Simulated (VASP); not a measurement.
Consider the following.

```
LuTe
1.0
    3.95411     0.00000     0.00000
   -1.97705     3.42436     0.00000
    0.00000     0.00000     3.93578
Lu Te
1 1
Direct
  0.00000   0.00000   0.50000
  0.66667   0.33333   0.00000
```

Method: PBEsol GGA, VASP's PBE PAW potentials (set 64) (plane waves; VASP). Settings: 400 eV cut-off, 12×12×10 Γ-centred mesh, tetrahedra with Blöchl corrections, potentials Lu_3 Te.

Unless said otherwise, spin-orbit coupling is left out, though it shifts the bands of the heavy elements here.

Q: Estimate the energy per atom (σ→0), band gap (on the k-mesh) with the smallest direct gap where there is one.

A: 
- band gap (on the k-mesh) = none (metal, semimetal or under 0.01 eV)
- energy per atom (σ→0) = -5.381 eV/atom

Only differences to runs with the same potentials and settings are physical.

The structure comes from a computed database's LuTe entry (P-6m2); how it stands against other phases isn't given here. It was relaxed first. The electron count is odd and the run is not spin-polarised, which forces a metal.
